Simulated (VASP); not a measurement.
VASP input:

KPOINTS:
```
K-points
0
Gamma
 11 11 2
0 0 0
```

### POSCAR
```
AlV2C
1
    2.8916430000     0.0000000000     0.0000000000
   -1.4458210000     2.5042360000     0.0000000000
    0.0000000000     0.0000000000    13.1231670000
Al V C
2 4 2
Direct
  0.3333330000   0.6666670000   0.2500000000
  0.6666670000   0.3333330000   0.7500000000
  0.3333330000   0.6666670000   0.5863800000
  0.6666670000   0.3333330000   0.4136200000
  0.6666670000   0.3333330000   0.0863800000
  0.3333330000   0.6666670000   0.9136200000
  0.0000000000   0.0000000000   0.0000000000
  0.0000000000   0.0000000000   0.5000000000
```

### INCAR
```
# general
SYSTEM =AlV2C
PREC   =Accurate
ENCUT  =400   # plane-wave cut-off (eV)
LREAL  =F
LASPH  =T   # aspherical one-centre terms

# electronic loop
EDIFF  =1E-6   # SCF stop (eV)
NELM   =100   # most electronic steps
ALGO   =Normal   # blocked Davidson
LMAXMIX=4

# smearing
ISMEAR =0
SIGMA  =0.2

# functional
GGA    =PE   # PBE

# ions
ISIF   =2

# output
LWAVE  =F
LCHARG =F
```

POTCAR, in this order: Al V_sv C (PBE.64 set). Program: vasp_std.

Problem. Write an equivalent input for Ansatz.

Solution. One equivalent input (not run):
Ansatz 0.2 input:
```yaml
crystal:
  lattice:
    - [2.8916430, 0.0000000, 0.0000000]
    - [-1.4458210, 2.5042360, 0.0000000]
    - [0.0000000, 0.0000000, 13.1231670]
  atoms:
    - { symbol: Al, position: [0.3333330, 0.6666670, 0.2500000] }
    - { symbol: Al, position: [0.6666670, 0.3333330, 0.7500000] }
    - { symbol: V, position: [0.3333330, 0.6666670, 0.5863800] }
    - { symbol: V, position: [0.6666670, 0.3333330, 0.4136200] }
    - { symbol: V, position: [0.6666670, 0.3333330, 0.0863800] }
    - { symbol: V, position: [0.3333330, 0.6666670, 0.9136200] }
    - { symbol: C, position: [0.0000000, 0.0000000, 0.0000000] }
    - { symbol: C, position: [0.0000000, 0.0000000, 0.5000000] }
kpoints:
  mp_grid: { grid: [11, 11, 2] }
hamiltonian:
  xc: pbe
  pseudopotentials: { kind: paw }
scf:
  occupations: { method: gaussian, width: 0.2 }
  max_iter: 100
output: { forces: true, stress: true, eigenvalues: true }
```
The two are equivalent in intent, not identical: each code has its own PAW files, so the cut-off isn't converted (ENCUT is set for VASP's; basis.ecutwfc is left out, and Ansatz then takes the one that its files recommend); Ansatz stops its SCF on the density residual and VASP on the energy change (EDIFF).

The structure comes from a computed database's AlV2C entry; how it stands against other phases isn't given here. The cell was not relaxed at this level.
